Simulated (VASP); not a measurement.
P:

```
P
1.0
     1.65500   -5.25000    0.00000
     1.65500    5.25000    0.00000
     0.00000    0.00000    4.38000
P
4
Direct
  0.09800 0.90200 0.09000
  0.59800 0.40200 0.41000
  0.90200 0.09800 0.91000
  0.40200 0.59800 0.59000
```

| Property | Result |
| --- | --- |
| Program | VASP 6.6.1 |
| Task | relaxation of cell and atoms |
| Functional | PBE |
| Dispersion | D3(BJ) |
| Potentials or basis | VASP PAW PBE potentials, release 64 (P) |
| Cutoff | 600 eV |
| k mesh | 10 × 10 × 7 |
| Occupations | gaussian, width 0.02 eV |
| Spin | no spin polarisation |

At the start: pressure 2.7 GPa; volume 19.03 Å³/atom.

Problem. How do energy, volume and symmetry change on relaxing?

Solution. Over 16 steps the energy falls by 36.1 meV/atom and the volume is 17.64 Å³/atom (-7.3 %); space group Cmce (No. 64, to 0.05 Å).

The path:
| step | energy change (eV) | largest force (eV/Å) | pressure (GPa) | volume (Å³) |
| --- | --- | --- | --- | --- |
| 1 | 0.0000 | 0.9682 | 2.74 | 76.11 |
| 2 | -0.0540 | 0.2998 | -3.74 | 79.74 |
| 3 | -0.0803 | 0.1716 | -1.57 | 78.41 |
| 4 | -0.1002 | 0.0879 | -0.81 | 76.88 |
| 5 | -0.1018 | 0.0619 | -0.54 | 76.34 |
| 6 | -0.1123 | 0.1377 | 0.01 | 75.17 |
| 7 | -0.1212 | 0.3071 | 1.18 | 72.92 |
| 8 | -0.1262 | 0.2775 | 0.99 | 72.69 |
| 9 | -0.1373 | 0.1856 | 0.48 | 71.99 |
| 10 | -0.1430 | 0.0337 | -0.45 | 70.57 |
| 11 | -0.1436 | 0.0404 | -0.24 | 70.89 |
| 12 | -0.1441 | 0.0110 | -0.13 | 70.75 |
| 13 | -0.1442 | 0.0224 | -0.05 | 70.65 |
| 14 | -0.1442 | 0.0244 | -0.05 | 70.65 |
| 15 | -0.1443 | 0.0127 | -0.01 | 70.60 |
| 16 | -0.1443 | 0.0036 | 0.02 | 70.56 |

Final structure:
```cif
data_structure
_symmetry_space_group_name_H-M 'P 1'
_symmetry_Int_Tables_number 1
_cell_length_a 5.3619
_cell_length_b 5.3619
_cell_length_c 4.1713
_cell_angle_alpha 90.000
_cell_angle_beta 90.000
_cell_angle_gamma 143.957
_cell_volume 70.56
loop_
_atom_site_label
_atom_site_type_symbol
_atom_site_fract_x
_atom_site_fract_y
_atom_site_fract_z
_atom_site_occupancy
P1 P 0.10605 0.89395 0.07264 1
P2 P 0.60605 0.39395 0.42736 1
P3 P 0.89395 0.10605 0.92736 1
P4 P 0.39395 0.60605 0.57264 1
```

Caveat: pairwise dispersion overbinds metals, which lowers pressure and volume.
